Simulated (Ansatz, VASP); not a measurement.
Two plane-wave programs on LiAlO

The input INCAR:

```
PREC = Accurate
ENCUT = 520
EDIFF = 1E-6
ISMEAR = 0
SIGMA = 0.1
LREAL = False
LASPH = True
NELM = 100
ALGO = Normal
ISIF = 2
LWAVE = False
LCHARG = False
GGA = PE
NBANDS = 13
```

KPOINTS

```
regular mesh
0
Gamma
  6 6 6
```

The input POSCAR:

```
LiAlO
1.0
    3.4258736500      0.0000000000      0.0000000000
   -1.7129368200      2.9668936100      0.0000000000
    0.0000000000      0.0000000000      3.2964761400
Li Al O
1 1 1
Direct
    0.0000000000      0.0000000000      0.0000000000
    0.6666666700      0.3333333300      0.5000000000
    0.3333333300      0.6666666700      0.5000000000
```

Input for Ansatz:

```yaml
crystal:
  lattice:
    - [3.42587365, 0.0, 0.0]
    - [-1.71293682, 2.96689361, 0.0]
    - [0.0, 0.0, 3.29647614]
  atoms:
    - { symbol: Li, position: [0.0, 0.0, 0.0] }
    - { symbol: Al, position: [0.66666667, 0.33333333, 0.5] }
    - { symbol: O, position: [0.33333333, 0.66666667, 0.5] }
basis:
  ecutwfc: 420
kpoints:
  mp_grid: { grid: [6, 6, 6] }
hamiltonian:
  xc: pbe
scf:
  occupations: { method: gaussian, width: 0.1 }
  lower_state_search: "off"
output:
  forces: true
  stress: true
  eigenvalues: true
```

Change from the starting cell: species swapped into the SmPPt type (P-6m2, No. 187).

Alike in both runs: task single point; functional PBE; k mesh 6 × 6 × 6; occupations gaussian, width 0.1 eV; no spin polarisation.

|  | VASP | Ansatz |
| --- | --- | --- |
| version | VASP 6.6.1 | Ansatz 0.2.0 |
| potentials or method | VASP PAW PBE potentials, release 64 (Li_sv, Al, O) | scalar-relativistic, plane waves, PAW |
| plane-wave cutoff (eV) | 520 | 420 |
| valence electrons in the cell | 12 | 12 |

|  | VASP | Ansatz | Ansatz less VASP |
| --- | --- | --- | --- |
| gap on the k mesh at the Fermi level (eV) | 0.55 | 0.55 | -0.001 |
| least direct gap on the mesh (eV) | 0.83 | 0.83 | +0.003 |

 A k mesh can miss the band edges.
